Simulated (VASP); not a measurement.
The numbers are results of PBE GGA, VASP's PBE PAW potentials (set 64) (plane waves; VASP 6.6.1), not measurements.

VASP input:

KPOINTS:
```
Automatic mesh
0
Gamma
5 5 5
0 0 0
```

### POSCAR
```
AsAu3
1
    0.0000000000     3.4412440000     3.4412440000
    3.4412440000     0.0000000000     3.4412440000
    3.4412440000     3.4412440000     0.0000000000
As Au
1 3
Direct
  0.0000000000   0.0000000000   0.0000000000
  0.5000000000   0.5000000000   0.5000000000
  0.2500000000   0.2500000000   0.2500000000
  0.7500000000   0.7500000000   0.7500000000
```

INCAR:
```
LWAVE  =  .FALSE.
ALGO  =  Normal
LASPH  =  .TRUE.
LCHARG  =  .FALSE.
SIGMA  =  0.3   # width (eV)
ENCUT  =  400   # plane-wave cut-off (eV)
ISIF  =  2
PREC  =  Accurate
ISMEAR  =  0   # Gaussian
SYSTEM  =  AsAu3
EDIFF  =  1E-6   # SCF stop (eV)
GGA  =  PE   # PBE
LMAXMIX  =  6   # l cut-off of mixed one-centre charges
NELM  =  100   # most electronic steps
LREAL  =  .FALSE.   # projection in real space or not
```

POTCAR, in this order: As Au (PBE.64 set). Program: vasp_std.

Unless said otherwise, spin-orbit coupling is left out, though it shifts the bands of the heavy elements here.

**Question.** Estimate the energy per atom (σ→0), pressure, band gap (on the k-mesh).

**Answer.** 
- energy per atom (σ→0) = -3.286 eV/atom
- band gap (on the k-mesh) = none (metal, semimetal or under 0.01 eV)
- pressure = -8.44 GPa

### OSZICAR
```
...
DAV:   7    -0.132282613084E+02    0.47882E-01   -0.16618E-01   509   0.244E+00    0.446E+00
DAV:   8    -0.132200990225E+02    0.81623E-02   -0.76225E-02   488   0.138E+00    0.684E-01
DAV:   9    -0.132178874312E+02    0.22116E-02   -0.15004E-02   525   0.535E-01    0.115E-01
DAV:  10    -0.132176180967E+02    0.26933E-03   -0.19209E-03   495   0.309E-01    0.277E-02
DAV:  11    -0.132176272489E+02   -0.91522E-05   -0.88387E-05   517   0.526E-02    0.158E-02
DAV:  12    -0.132176317577E+02   -0.45088E-05   -0.57949E-06   502   0.211E-02    0.798E-03
DAV:  13    -0.132176323210E+02   -0.56329E-06   -0.10107E-06   244   0.818E-03
   1 F= -.13217632E+02 E0= -.13143681E+02  d E =-.147902E+00
```

The structure was generated: AsAu3 was put into the D03 type (Fm-3m), which need not be its known phase. The cell was not relaxed at this level. The k-mesh is coarse (spacing up to 0.32 per Å, 2π included), so the numbers may not be converged in it. The run is one of a series of settings (SIGMA = 0.3 against the base run), some of them coarse on purpose.
